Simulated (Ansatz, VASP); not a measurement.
This is a calculation of NaCu for VASP 6.6.1.

The input INCAR:

```
ALGO = Normal ; EDIFF = 1E-7
ENCUT = 520 ; GGA = RP
ISIF = 2 ; ISMEAR = -1
LASPH = True ; LCHARG = False
LMAXMIX = 4 ; LREAL = False
LWAVE = False ; NBANDS = 16
NELM = 100 ; PREC = Accurate
SIGMA = 0.05
```

Contents of KPOINTS:

```
k-points
0
Gamma
  9 9 7
```

Contents of POSCAR:

```
NaCu
1.0
    2.9422367500      0.0000000000      0.0000000000
    0.0000000000      2.9422367500      0.0000000000
    0.0000000000      0.0000000000      4.0409127600
Na Cu
1 1
Direct
    0.0000000000      0.0000000000      0.0000000000
    0.5000000000      0.5000000000      0.5000000000
```

KPOINTS_OPT

```
path GXMGZRAZ,XR,MA
15
line-mode
reciprocal
 0.0000000000  0.0000000000  0.0000000000  G
 0.0000000000  0.5000000000  0.0000000000  X

 0.0000000000  0.5000000000  0.0000000000  X
 0.5000000000  0.5000000000  0.0000000000  M

 0.5000000000  0.5000000000  0.0000000000  M
 0.0000000000  0.0000000000  0.0000000000  G

 0.0000000000  0.0000000000  0.0000000000  G
 0.0000000000  0.0000000000  0.5000000000  Z

 0.0000000000  0.0000000000  0.5000000000  Z
 0.0000000000  0.5000000000  0.5000000000  R

 0.0000000000  0.5000000000  0.5000000000  R
 0.5000000000  0.5000000000  0.5000000000  A

 0.5000000000  0.5000000000  0.5000000000  A
 0.0000000000  0.0000000000  0.5000000000  Z

 0.0000000000  0.5000000000  0.0000000000  X
 0.0000000000  0.5000000000  0.5000000000  R

 0.5000000000  0.5000000000  0.0000000000  M
 0.5000000000  0.5000000000  0.5000000000  A
```

Potentials or basis: VASP PAW PBE potentials, release 64 (Na_pv, Cu).

Run with:

```console
$ cat potpaw_PBE.64/Na_pv/POTCAR potpaw_PBE.64/Cu/POTCAR > POTCAR
$ mpirun -np 1 vasp_std > vasp.out
```

Task: Set up the same calculation for Ansatz 0.2.0. Potentials there: Ansatz PAW.

Result: As run (the cutoff follows the program's own potentials):

Contents of input.yaml:

```yaml
crystal:
  lattice:
    - [2.94223675, 0.0, 0.0]
    - [0.0, 2.94223675, 0.0]
    - [0.0, 0.0, 4.04091276]
  atoms:
    - { symbol: Na, position: [0.0, 0.0, 0.0] }
    - { symbol: Cu, position: [0.5, 0.5, 0.5] }
hamiltonian:
  xc: rpbe
  pseudopotentials: { kind: paw }
kpoints:
  mp_grid: { grid: [9, 9, 7] }
  band_path:
    path:
      - [[0.0, 0.0, 0.0], [0.0, 0.5, 0.0], [0.5, 0.5, 0.0], [0.0, 0.0, 0.0], [0.0, 0.0, 0.5], [0.0, 0.5, 0.5], [0.5, 0.5, 0.5], [0.0, 0.0, 0.5]]
      - [[0.0, 0.5, 0.0], [0.0, 0.5, 0.5]]
      - [[0.5, 0.5, 0.0], [0.5, 0.5, 0.5]]
    npoints: 14
scf:
  occupations: { method: fermi_dirac, width: 0.05 }
  n_extra_bands: 6
output:
  forces: true
  stress: true
  eigenvalues: true
  fatbands: false
```

Potentials or basis: Ansatz PAW.

Run with:

```bash
$ ansatz run input.yaml --threads 2 --pin off --max-ram 5632MiB --backend cpu --events-out ev --progress --plain --runs-dir out
```

Both were run:

|  | VASP | Ansatz | Ansatz less VASP |
| --- | --- | --- | --- |
| gap on the k mesh at the Fermi level (eV) | none | none | - |
| pressure (GPa) | 5.5 | 5.4 | -0.13 |
| largest component of the traceless stress (GPa) | 2.35 | 2.42 | +0.066 |

A gap of «none» marks a metal or a gap that the smearing closes. The two sets of potentials don't hold the same shells in valence.

Caveats: the PAW data sets were made with another functional, which shifts forces and pressure a little (VASP); the PAW data sets come from PBE, with cores solved anew for the run's functional, which leaves a small shift of forces and pressure (Ansatz).
